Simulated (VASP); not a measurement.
Shape and ions are relaxed at each volume.

Input:

```yaml
crystal:
  lattice:
    - [5.01780, 2.49021, 2.49021]
    - [2.49021, 5.01780, 2.49021]
    - [2.49021, 2.49021, 5.01780]
  atoms:
    - { symbol: Mn, position: [0.00000, 0.00000, 0.00000], spin: 4.0 }
    - { symbol: Mn, position: [0.50000, 0.50000, 0.50000], spin: -4.0 }
    - { symbol: S, position: [0.25000, 0.25000, 0.25000] }
    - { symbol: S, position: [0.75000, 0.75000, 0.75000] }
```

Level of theory: PBEsol GGA, VASP's PBE PAW potentials (set 64) (plane waves; VASP 6.6.1). Numerical set-up: 520 eV cut-off, 7×7×7 Γ-centred mesh, Gaussian smearing of 0.050 eV, potentials Mn_pv S.

**Question.** Give the energy at these volumes per atom, relative to the lowest: 15.03, 15.51, 15.99, 16.47, 16.94 Å³.

**Answer.** 15.8, 3.7, 0.0, 3.9, 14.4 meV/atom. A third-order Birch-Murnaghan fit gives B0 = 83.9 GPa and B0′ = 3.1.

The compound is MnS in the rock salt, AFM-II order structure. It was relaxed first, which changed the volume by -10 %.
